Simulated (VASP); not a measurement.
Computed with r2SCAN meta-GGA, VASP's PBE PAW potentials (set 64) (plane waves; VASP 6.6.1).

A VASP calculation is set up with these files.

File KPOINTS:
```
Regular mesh
0
gamma
  7 10 6
```

### INCAR
```
NELM  =  100   ! most electronic steps
ISMEAR  =  -5   ! tetrahedra, Bloechl
LMIXTAU  =  T
LCHARG  =  F
LREAL  =  F   ! projection in real space or not
LWAVE  =  F
SYSTEM  =  NiGe
ENCUT  =  400   ! plane-wave cut-off (eV)
METAGGA  =  R2SCAN
LORBIT  =  11
ALGO  =  Normal
PREC  =  Accurate
ISIF  =  2
LMAXMIX  =  4   ! l cut-off of mixed one-centre charges
LASPH  =  T   ! aspherical one-centre terms
EDIFF  =  1E-7
NEDOS  =  601   ! DOS grid
LEFG  =  T
```

KPOINTS_OPT:
```
k-points along high-symmetry lines
5
Line-mode
Reciprocal
  0.000000   0.000000   0.000000 ! GAMMA
  0.500000   0.000000   0.000000 ! X

  0.500000   0.000000   0.000000 ! X
  0.500000   0.500000   0.000000 ! S

  0.500000   0.500000   0.000000 ! S
  0.000000   0.500000   0.000000 ! Y

  0.000000   0.500000   0.000000 ! Y
  0.000000   0.000000   0.000000 ! GAMMA

  0.000000   0.000000   0.000000 ! GAMMA
  0.000000   0.000000   0.500000 ! Z

  0.000000   0.000000   0.500000 ! Z
  0.500000   0.000000   0.500000 ! U

  0.500000   0.000000   0.500000 ! U
  0.500000   0.500000   0.500000 ! R

  0.500000   0.500000   0.500000 ! R
  0.000000   0.500000   0.500000 ! T

  0.000000   0.500000   0.500000 ! T
  0.000000   0.000000   0.500000 ! Z

  0.500000   0.000000   0.000000 ! X
  0.500000   0.000000   0.500000 ! U

  0.000000   0.500000   0.000000 ! Y
  0.000000   0.500000   0.500000 ! T

  0.500000   0.500000   0.000000 ! S
  0.500000   0.500000   0.500000 ! R
```

File POSCAR:
```
NiGe
5.796290
  0.9060230616   0.0000000000   0.0000000000
  0.0000000000   0.6002902583   0.0000000000
  0.0000000000   0.0000000000   0.9999999568
Ni Ge
4 4
Cartesian
  0.4582047631   0.1500725646   0.6933594001
  0.0051932323   0.1500725646   0.8066405352
  0.4478182985   0.4502176937   0.3066405568
  0.9008298293   0.4502176937   0.1933594217
  0.6258443605   0.1500725646   0.0874121045
  0.1728328297   0.1500725646   0.4125878739
  0.2801787011   0.4502176937   0.9125878523
  0.7331902319   0.4502176937   0.5874120829
```

POTCAR, in this order: Ni Ge_d (PBE.64 set). Program: vasp_std.

The run wrote:

### OSZICAR
```
       N       E                     dE             d eps       ncg     rms          rms(c)
DAV:   1     0.901221267635E+03    0.90122E+03   -0.35739E+04 12761   0.403E+03
DAV:   2     0.789066168216E+02   -0.82231E+03   -0.78813E+03 10944   0.950E+02
DAV:   3    -0.107235378539E+03   -0.18614E+03   -0.17923E+03 10982   0.264E+02
DAV:   4    -0.120557584421E+03   -0.13322E+02   -0.13124E+02 12337   0.814E+01
DAV:   5    -0.120884391511E+03   -0.32681E+00   -0.32649E+00 11872   0.142E+01    0.234E+01
DAV:   6    -0.120856157482E+03    0.28234E-01   -0.10501E+02 11661   0.106E+02    0.336E+01
DAV:   7    -0.106169694857E+03    0.14686E+02   -0.28846E+01 11875   0.645E+01    0.500E+00
DAV:   8    -0.105495686701E+03    0.67401E+00   -0.48211E+00 13730   0.163E+01    0.353E+00
DAV:   9    -0.105325835467E+03    0.16985E+00   -0.65359E-01 12046   0.701E+00    0.852E-01
DAV:  10    -0.105454021560E+03   -0.12819E+00   -0.18302E-01 11769   0.230E+00    0.285E-01
DAV:  11    -0.105459053654E+03   -0.50321E-02   -0.35821E-02 11223   0.906E-01    0.226E-01
DAV:  12    -0.105468911744E+03   -0.98581E-02   -0.10385E-02 11220   0.601E-01    0.120E-01
DAV:  13    -0.105468977700E+03   -0.65956E-04   -0.11999E-03 13581   0.327E-01    0.175E-02
DAV:  14    -0.105469051501E+03   -0.73800E-04   -0.44801E-04 11175   0.142E-01    0.191E-02
DAV:  15    -0.105469166889E+03   -0.11539E-03   -0.13222E-04 11206   0.101E-01    0.121E-02
DAV:  16    -0.105469181529E+03   -0.14641E-04   -0.13317E-05 12597   0.312E-02    0.147E-03
DAV:  17    -0.105469184101E+03   -0.25721E-05   -0.21812E-06 10164   0.842E-03    0.988E-04
DAV:  18    -0.105469183349E+03    0.75212E-06   -0.27651E-07  8883   0.333E-03    0.422E-04
DAV:  19    -0.105469183783E+03   -0.43342E-06   -0.46577E-08  5650   0.179E-03    0.167E-04
DAV:  20    -0.105469183911E+03   -0.12852E-06   -0.19507E-08  5576   0.113E-03    0.115E-04
DAV:  21    -0.105469183835E+03    0.76079E-07   -0.10824E-08  5568   0.860E-04
   1 F= -.10546918E+03 E0= -.10546918E+03  d E =0.000000E+00
       N       E                     dE             ncg
```

**OUTCAR**
```
------------------------ aborting loop because EDIFF is reached ----------------------------------------
  FORCE on cell =-STRESS in cart. coord.  units (eV):
  Direction    XX          YY          ZZ          XY          YZ          ZX
  --------------------------------------------------------------------------------------
  Total        0.5372257     -0.3602308     -0.1421057     -0.0000000      0.0000000      0.0000000
  in kB        8.1267426     -5.4492976     -2.1496679     -0.0000000      0.0000000      0.0000000
  external PRESSURE =       0.1759257 kB  Pullay stress =       0.0000000 kB
  volume of cell :      105.91
      direct lattice vectors                 reciprocal lattice vectors
     5.251572412  0.000000000  0.000000000     0.190419159  0.000000000  0.000000000
     0.000000000  3.479456421  0.000000000     0.000000000  0.287401214  0.000000000
     0.000000000  0.000000000  5.796289750     0.000000000  0.000000000  0.172524157
 POSITION                                       TOTAL-FORCE (eV/Angst)
 -----------------------------------------------------------------------------------
      2.65589      0.86986      4.01891        -0.001602      0.000000     -0.019388
      0.03010      0.86986      4.67552        -0.001602     -0.000000      0.019388
      2.59568      2.60959      1.77738         0.001602     -0.000000      0.019388
      5.22147      2.60959      1.12077         0.001602      0.000000     -0.019388
      3.62758      0.86986      0.50667         0.001616      0.000000      0.001970
      1.00179      0.86986      2.39148         0.001616      0.000000     -0.001970
      1.62400      2.60959      5.28962        -0.001616      0.000000     -0.001970
      4.24978      2.60959      3.40481        -0.001616      0.000000      0.001970
 -----------------------------------------------------------------------------------
    total drift:                                0.000000      0.000000     -0.000000
  FREE ENERGIE OF THE ION-ELECTRON SYSTEM (eV)
  ---------------------------------------------------
  free  energy   TOTEN  =      -105.4691838352 eV

  energy  without entropy=     -105.4691838352  energy(sigma->0) =     -105.46918384

 total charge

# of ion       s       p       d       tot
------------------------------------------
    1        0.476   0.572   8.459   9.507
    2        0.476   0.572   8.459   9.507
    3        0.476   0.572   8.459   9.507
    4        0.476   0.572   8.459   9.507
    5        1.120   1.231  10.089  12.440
    6        1.120   1.231  10.089  12.440
    7        1.120   1.231  10.089  12.440
    8        1.120   1.231  10.089  12.440
--------------------------------------------------
tot          6.384   7.214  74.192  87.790

 Electric field gradients after diagonalization (V/A^2)
 (convention: |V_zz| > |V_xx| > |V_yy|)
----------------------------------------------------------------------
 ion       V_xx      V_yy      V_zz     asymmetry (V_yy - V_xx)/ V_zz
----------------------------------------------------------------------
   1       9.544     7.638   -17.182       0.111
   2       9.544     7.638   -17.182       0.111
   3       9.544     7.638   -17.182       0.111
   4       9.544     7.638   -17.182       0.111
   5     -54.721    -7.372    62.093       0.763
   6     -54.721    -7.372    62.093       0.763
   7     -54.721    -7.372    62.093       0.763
   8     -54.721    -7.372    62.093       0.763
```
(Selected blocks of OUTCAR.)

**OUTCAR**
```
 val. band max:        9.0758167330   @ k =   0.0000   0.3000   0.0000

 cond. band min:       8.8187120166   @ k =   0.0000   0.2000   0.3333


 Fermi energy:         8.9625130574

 k-point     1 :       0.0000    0.0000    0.0000
  band No.  band energies     occupation
      1     -16.4904      2.00000
      2     -16.4760      2.00000
      3     -16.4691      2.00000
      4     -16.4624      2.00000
      5     -16.4516      2.00000
      6     -16.4264      2.00000
      7     -16.4259      2.00000
      8     -16.4195      2.00000
      9     -16.4105      2.00000
     10     -16.4065      2.00000
     11     -16.4062      2.00000
     12     -16.3964      2.00000
     13     -16.3959      2.00000
     14     -16.3886      2.00000
     15     -16.3877      2.00000
     16     -16.3763      2.00000
     17     -16.3756      2.00000
     18     -16.3741      2.00000
     19     -16.3724      2.00000
     20     -16.3691      2.00000
     21      -4.7028      2.00000
     22      -1.2802      2.00000
     23      -0.2070      2.00000
     24       0.2711      2.00000
     25       2.3528      2.00000
     26       2.9110      2.00000
     27       4.8306      2.00000
     28       5.1787      2.00000
     29       5.2362      2.00000
     30       5.2595      2.00000
     31       5.3624      2.00000
     32       5.5473      2.00000
     33       5.6532      2.00000
     34       6.0778      2.00000
     35       6.1043      2.00000
     36       6.2219      2.00000
     37       6.4690      2.00000
     38       6.7312      2.00000
     39       6.7825      2.00000
     40       6.9203      2.00000
     41       6.9578      2.00000
     42       6.9617      2.00000
     43       7.0336      2.00000
     44       7.0663      2.00000
     45       7.1494      2.00000
     46       7.7353      2.00000
     47       7.7698      2.00000
     48       8.1266      2.00000
     49       9.7752      0.00000
     50       9.9427      0.00000
     51      12.8241      0.00000
...
```

For a metal the tetrahedron method with Blöchl corrections gives inexact stress and forces.

The structure was generated: NiGe was put into the MnP type (Pnma), which need not be its known phase. It was relaxed first. The run is not spin-polarised, so no magnetic state was tried.
